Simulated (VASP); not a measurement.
Consider the following.

```
CELL_PARAMETERS angstrom
      3.35596     0.00000     0.00000
      0.00000     3.35596     0.00000
      0.00000     0.00000     3.35596
ATOMIC_POSITIONS crystal
  In 0.50000 0.50000 0.50000
  Pd 0.00000 0.00000 0.00000
```

The numbers are results of PBE GGA, VASP's PBE PAW potentials (set 64) (plane waves; VASP), not measurements. Run with 480 eV cut-off, 10×10×10 Γ-centred mesh, first-order Methfessel-Paxton smearing of 0.10 eV, potentials In_d Pd.

### Question
Give the stress tensor in GPa (positive for a compressed cell).

### Answer

```
-4.04   0.00   0.00
 0.00  -4.04   0.00
 0.00   0.00  -4.04
```
The pressure is its mean diagonal, -4.04 GPa.

The compound is PdIn in the CsCl type structure. This cell was strained or had an atom moved on purpose. The electron count is odd and the run is not spin-polarised, which forces a metal.
